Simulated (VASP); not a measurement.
Level of theory: PBE GGA with D3 dispersion (zero damping), VASP's PBE PAW potentials (set 64) (plane waves; VASP 6.6.1).

A VASP calculation is set up with these files.

**INCAR**
```
SYSTEM = ZnS
PREC = Accurate
ENCUT = 520
EDIFF = 1E-7
NELM = 100
ALGO = Normal
LREAL = .FALSE.
LASPH = .TRUE.
ISMEAR = 0
SIGMA = 0.05
GGA = PE
IVDW = 11
LMAXMIX = 4
LWAVE = .FALSE.
LCHARG = .FALSE.
LORBIT = 11
ICHARG = 11
```

File POSCAR:
```
ZnS
1
    1.9029229437    -3.2959591795     0.0000000000
    1.9029229437     3.2959591795     0.0000000000
    0.0000000000     0.0000000000     6.2328723797
Zn S
2 2
Direct
  0.6666670000   0.3333330000   0.5001183247
  0.3333330000   0.6666670000   0.0001183247
  0.6666670000   0.3333330000   0.8748816753
  0.3333330000   0.6666670000   0.3748816753
```

KPOINTS:
```
k-points along high-symmetry lines
10
Line-mode
Reciprocal
  0.000000   0.000000   0.000000 ! GAMMA
  0.000000   0.500000   0.000000 ! M

  0.000000   0.500000   0.000000 ! M
 -0.333333   0.666667   0.000000 ! K

 -0.333333   0.666667   0.000000 ! K
  0.000000   0.000000   0.000000 ! GAMMA

  0.000000   0.000000   0.000000 ! GAMMA
  0.000000   0.000000   0.500000 ! A

  0.000000   0.000000   0.500000 ! A
  0.000000   0.500000   0.500000 ! L

  0.000000   0.500000   0.500000 ! L
 -0.333333   0.666667   0.500000 ! H

 -0.333333   0.666667   0.500000 ! H
  0.000000   0.000000   0.500000 ! A

  0.000000   0.500000   0.500000 ! L
  0.000000   0.500000   0.000000 ! M

 -0.333333   0.666667   0.500000 ! H
 -0.333333   0.666667   0.000000 ! K
```

POTCAR, in this order: Zn S (PBE.64 set). Program: vasp_std. Read from the step before: CHGCAR.

The resulting files:

File OUTCAR:
```
 ion  position               nearest neighbor table
   1  0.667  0.333  0.500-   4 2.33   4 2.33   4 2.33   3 2.34
   2  0.333  0.667  0.000-   3 2.33   3 2.33   3 2.33   4 2.34
   3  0.667  0.333  0.875-   2 2.33   2 2.33   2 2.33   1 2.34
   4  0.333  0.667  0.375-   1 2.33   1 2.33   1 2.33   2 2.34
  LATTYP: Found a hexagonal cell.
 ALAT       =     3.8058458511
 C/A-ratio  =     1.6377101500
 Subroutine PRICEL returns:
 Original cell was already a primitive cell.
 Subroutine GETGRP returns: Found 12 space group operations
The static configuration has the point symmetry C_3v.
 The point group associated with its full space group is C_6v.
The dynamic configuration has the point symmetry C_3v.
 Subroutine INISYM returns: Found 12 space group operations
   k-points           NKPTS =     90   k-points in BZ     NKDIM =     90   number of bands    NBANDS=     22
   number of dos      NEDOS =    301   number of ions     NIONS =      4
   total plane-waves  NPLWV =  37632
   dimension x,y,z NGX =    28 NGY =   28 NGZ =   48
   dimension x,y,z NGXF=    56 NGYF=   56 NGZF=   96
   ions per type =               2   2
   PREC   = accura    normal or accurate (medium, high low for compatibility)
   ISTART =      0    job   : 0-new  1-cont  2-samecut
   ICHARG =     11    charge: 1-file 2-atom 10-const
   ISPIN  =      1    spin polarized calculation?
   LNONCOLLINEAR =      F non collinear calculations
   LSORBIT =      F    spin-orbit coupling
   INIWAV =      1    electr: 0-lowe 1-rand  2-diag
   ENCUT  =  520.0 eV  38.22 Ry    6.18 a.u.   7.08  7.08 11.59*2*pi/ulx,y,z
   NELM   =    100;   NELMIN=  2; NELMDL= -5     # of ELM steps
   EDIFF  = 0.1E-06   stopping-criterion for ELM
   LREAL  =      F    real-space projection
   NLSPLINE    = F    spline interpolate recip. space projectors
   LMAXMIX     =    4 max onsite mixed and CHGCAR
   VOSKOWN=      0    Vosko Wilk Nusair interpolation
   EDIFFG = 0.1E-05   stopping-criterion for IOM
   NSW    =      0    number of steps for IOM
   NBLOCK =      1;   KBLOCK =      1    inner block; outer block
   IBRION =     -1    ionic relax: 0-MD 1-quasi-New 2-CG
   NFREE  =      0    steps in history (QN), initial steepest desc. (CG)
   ISIF   =      2    stress and relaxation
   ISYM   =      2    0-nonsym 1-usesym 2-fastsym
   TEIN   =    0.0    initial temperature
   TEBEG  =    0.0;   TEEND  =   0.0 temperature during run
   SMASS  =  -3.00    Nose mass-parameter (am)
   PSTRESS=    0.0 pullay stress
   NELECT =      36.0000    total number of electrons
   EFERMI =   0.00;   METHOD = LEGACY
   ISMEAR =     0;   SIGMA  =   0.05  broadening in eV -4-tet -1-fermi 0-gaus
   IALGO  =     38    algorithm
   LDIAG  =      T    sub-space diagonalisation (order eigenvalues)
   IMIX   =      4    mixing-type and parameters
     AMIX     =   0.40;   BMIX     =  1.00
     AMIX_MAG =   1.60;   BMIX_MAG =  1.00
     AMIN     =   0.10
   GGA     = PE    functional components
   VOSKOWN =     0    Vosko Wilk Nusair interpolation
   LHFCALC =     F    Hartree Fock is set to
   LHFONE  =     F    Hartree Fock one center treatment
   AEXX    =    0.0000 exact exchange contribution
   IVDW    =    11    specifies the selected vdW correction
   LEPSILON=     F    determine dielectric tensor
   LRPA    =     F    only Hartree local field effects (RPA)
  energy-cutoff  :      520.00
  volume of cell :       78.18
      direct lattice vectors                 reciprocal lattice vectors
     1.902922944 -3.295959180  0.000000000     0.262753677 -0.151700908  0.000000000
     1.902922944  3.295959180  0.000000000     0.262753677  0.151700908  0.000000000
     0.000000000  0.000000000  6.232872380     0.000000000  0.000000000  0.160439672
 k-point     1 :   0.0000 0.0000 0.0000  plane waves:    2093
 k-point     2 :   0.0000 0.0556 0.0000  plane waves:    2087
 k-point     3 :   0.0000 0.1111 0.0000  plane waves:    2087
 k-point     4 :   0.0000 0.1667 0.0000  plane waves:    2114
 k-point     5 :   0.0000 0.2222 0.0000  plane waves:    2118
 k-point     6 :   0.0000 0.2778 0.0000  plane waves:    2108
...
```

OSZICAR:
```
       N       E                     dE             d eps       ncg     rms          rms(c)
DAV:   1     0.236004618011E+03    0.23600E+03   -0.17869E+04  3960   0.200E+03
DAV:   2     0.914930658864E+01   -0.22686E+03   -0.22121E+03  4116   0.387E+02
DAV:   3    -0.122944078180E+02   -0.21444E+02   -0.21182E+02  4710   0.116E+02
DAV:   4    -0.127831322499E+02   -0.48872E+00   -0.48801E+00  4560   0.173E+01
DAV:   5    -0.127914681711E+02   -0.83359E-02   -0.83348E-02  4820   0.214E+00
DAV:   6    -0.127916914417E+02   -0.22327E-03   -0.22326E-03  4646   0.357E-01
DAV:   7    -0.127916999845E+02   -0.85427E-05   -0.85423E-05  4860   0.634E-02
DAV:   8    -0.127917003332E+02   -0.34873E-06   -0.34872E-06  4602   0.125E-02
DAV:   9    -0.127917003478E+02   -0.14624E-07   -0.14578E-07  3542   0.237E-03
   1 F= -.13873087E+02 E0= -.13873087E+02  d E =-.448615E-11
```

**OUTCAR**
```
 val. band max:        2.2091184009   @ k =   0.0000   0.0000   0.0000

 cond. band min:       4.4404207018   @ k =  -0.0000   0.0000   0.0000



 k-point     1 :       0.0000    0.0000    0.0000
  band No.  band energies     occupation
      1     -11.0191      2.00000
      2     -10.0687      2.00000
      3      -4.1684      2.00000
      4      -4.1565      2.00000
      5      -4.1564      2.00000
      6      -4.0733      2.00000
      7      -4.0733      2.00000
      8      -3.7058      2.00000
      9      -3.7058      2.00000
     10      -3.6264      2.00000
     11      -3.6264      2.00000
     12      -3.4709      2.00000
     13      -3.1575      2.00000
     14       1.3052      2.00000
     15       1.3052      2.00000
     16       2.1370      2.00000
     17       2.2091      2.00000
     18       2.2091      2.00000
     19       4.4404      0.00000
     20       5.3088      0.00000
     21       8.5118      0.00000
     22       8.5119      0.00000

 k-point     2 :       0.0000    0.0556    0.0000
  band No.  band energies     occupation
      1     -10.9977      2.00000
      2     -10.0566      2.00000
      3      -4.1663      2.00000
      4      -4.1558      2.00000
      5      -4.1520      2.00000
      6      -4.0714      2.00000
      7      -4.0671      2.00000
      8      -3.7087      2.00000
      9      -3.7062      2.00000
     10      -3.6440      2.00000
     11      -3.6254      2.00000
     12      -3.4562      2.00000
     13      -3.1268      2.00000
     14       1.1227      2.00000
     15       1.2532      2.00000
     16       1.9859      2.00000
     17       2.1116      2.00000
     18       2.1824      2.00000
     19       4.6471      0.00000
     20       5.4822      0.00000
     21       8.3940      0.00000
     22       8.5797      0.00000

 k-point     3 :       0.0000    0.1111    0.0000
  band No.  band energies     occupation
      1     -10.9349      2.00000
      2     -10.0218      2.00000
...
```

The density is held fixed in this step, so its total energy and stress have no physical meaning.

The compound is ZnS in the wurtzite structure, the high-temperature form. It was relaxed first.
